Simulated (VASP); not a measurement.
Method: revTPSS meta-GGA, VASP's PBE PAW potentials (set 64) (plane waves; VASP).

A VASP calculation is set up with these files.

### INCAR
```
NELM  =  100   # most electronic steps
METAGGA  =  RTPSS
LMIXTAU  =  .True.
ALGO  =  Normal   # blocked Davidson
ENCUT  =  520   # plane-wave cut-off (eV)
LCHARG  =  .False.
SYSTEM  =  SrTiO3
ISMEAR  =  0   # Gaussian
NSW  =  60   # most ionic steps
LREAL  =  .False.   # projection in real space or not
EDIFFG  =  -0.02   # ionic stop
ISIF  =  3   # ions, shape and volume
IBRION  =  2   # conjugate gradients
PREC  =  Accurate
LMAXMIX  =  4   # l cut-off of mixed one-centre charges
EDIFF  =  1E-6   # SCF stop (eV)
SIGMA  =  0.05   # width (eV)
LASPH  =  .True.
LWAVE  =  .False.
```

POSCAR:
```
SrTiO3
1
    3.9281522200     0.0000000000    -0.0000000000
    0.0000000000     3.9281522200    -0.0000000000
    0.0000000000     0.0000000000     3.9281522200
Sr Ti O
1 1 3
Direct
  0.0000000000   0.0000000000   0.0000000000
  0.5000000000   0.5000000000   0.5000000000
  0.5000000000   0.0000000000   0.5000000000
  0.0000000000   0.5000000000   0.5000000000
  0.5000000000   0.5000000000   0.0000000000
```

**KPOINTS**
```
Automatic
0
G
 5 5 5
0 0 0
```

POTCAR, in this order: Sr_sv Ti_sv O (PBE.64 set). Program: vasp_std.

Output of the run:

OSZICAR:
```
       N       E                     dE             d eps       ncg     rms          rms(c)
DAV:   1     0.488722924276E+03    0.48872E+03   -0.22764E+04   480   0.193E+03
DAV:   2     0.554112410064E+02   -0.43331E+03   -0.42702E+03   488   0.519E+02
DAV:   3    -0.121280259876E+02   -0.67539E+02   -0.64264E+02   904   0.166E+02
DAV:   4    -0.150283752802E+02   -0.29003E+01   -0.28936E+01   616   0.356E+01
DAV:   5    -0.151690697326E+02   -0.14069E+00   -0.14067E+00   720   0.614E+00    0.108E+02
DAV:   6    -0.376909142415E+02   -0.22522E+02   -0.33515E+02   648   0.168E+02    0.386E+01
DAV:   7    -0.348589925893E+02    0.28319E+01   -0.39736E+01   696   0.685E+01    0.202E+01
DAV:   8    -0.344125926846E+02    0.44640E+00   -0.42849E+00   576   0.155E+01    0.112E+01
DAV:   9    -0.347453919280E+02   -0.33280E+00   -0.88895E-01   664   0.853E+00    0.646E+00
DAV:  10    -0.344498614106E+02    0.29553E+00   -0.49342E-01   664   0.624E+00    0.237E+00
DAV:  11    -0.347601462874E+02   -0.31028E+00   -0.36259E-01   584   0.489E+00    0.758E-01
DAV:  12    -0.347944558987E+02   -0.34310E-01   -0.17476E-02   560   0.120E+00    0.635E-01
DAV:  13    -0.347956461150E+02   -0.11902E-02   -0.25672E-02   688   0.882E-01    0.554E-01
DAV:  14    -0.348076988947E+02   -0.12053E-01   -0.49971E-02   672   0.201E+00    0.344E-01
DAV:  15    -0.348083539893E+02   -0.65509E-03   -0.15995E-03   592   0.355E-01    0.357E-01
DAV:  16    -0.348083005330E+02    0.53456E-04   -0.11580E-03   648   0.234E-01    0.269E-01
DAV:  17    -0.348081770796E+02    0.12345E-03   -0.18224E-03   640   0.404E-01    0.126E-01
DAV:  18    -0.348082953702E+02   -0.11829E-03   -0.34234E-04   704   0.150E-01    0.159E-01
DAV:  19    -0.348084017914E+02   -0.10642E-03   -0.12420E-04   504   0.115E-01    0.158E-01
DAV:  20    -0.348083580185E+02    0.43773E-04   -0.10672E-04   656   0.993E-02    0.833E-02
DAV:  21    -0.348083019311E+02    0.56087E-04   -0.18154E-04   696   0.786E-02    0.108E-02
DAV:  22    -0.348083084374E+02   -0.65063E-05   -0.10975E-05   600   0.317E-02    0.761E-03
DAV:  23    -0.348083060558E+02    0.23816E-05   -0.23506E-06   384   0.108E-02    0.968E-03
DAV:  24    -0.348083061069E+02   -0.51090E-07   -0.86978E-07   344   0.743E-03
   1 F= -.34808306E+02 E0= -.34808306E+02  d E =-.348083E+02
```

### OUTCAR
```
------------------------ aborting loop because EDIFF is reached ----------------------------------------
  FORCE on cell =-STRESS in cart. coord.  units (eV):
  Direction    XX          YY          ZZ          XY          YZ          ZX
  --------------------------------------------------------------------------------------
  Total        0.0098360      0.0098360      0.0098360     -0.0000000      0.0000000     -0.0000000
  in kB        0.2599940      0.2599940      0.2599940     -0.0000000      0.0000000     -0.0000000
  external PRESSURE =       0.2599940 kB  Pullay stress =       0.0000000 kB
  volume of cell :       60.61
      direct lattice vectors                 reciprocal lattice vectors
     3.928152220  0.000000000  0.000000000     0.254572619  0.000000000  0.000000000
     0.000000000  3.928152220  0.000000000     0.000000000  0.254572619  0.000000000
     0.000000000  0.000000000  3.928152220     0.000000000  0.000000000  0.254572619
 POSITION                                       TOTAL-FORCE (eV/Angst)
 -----------------------------------------------------------------------------------
      0.00000      0.00000      0.00000         0.000000      0.000000      0.000000
      1.96408      1.96408      1.96408         0.000000      0.000000      0.000000
      1.96408      0.00000      1.96408         0.000000      0.000000      0.000000
      0.00000      1.96408      1.96408         0.000000      0.000000      0.000000
      1.96408      1.96408      0.00000         0.000000      0.000000      0.000000
 -----------------------------------------------------------------------------------
    total drift:                                0.000000      0.000000     -0.000000
  FREE ENERGIE OF THE ION-ELECTRON SYSTEM (eV)
  ---------------------------------------------------
  free  energy   TOTEN  =       -34.8083061069 eV

  energy  without entropy=      -34.8083061069  energy(sigma->0) =      -34.80830611

 reached required accuracy - stopping structural energy minimisation
```
(Selected blocks of OUTCAR.)

The compound is SrTiO3 in the cubic perovskite structure, the ideal cubic form; the compound distorts at low or room temperature. It was relaxed first. The start is the result of an earlier pass.
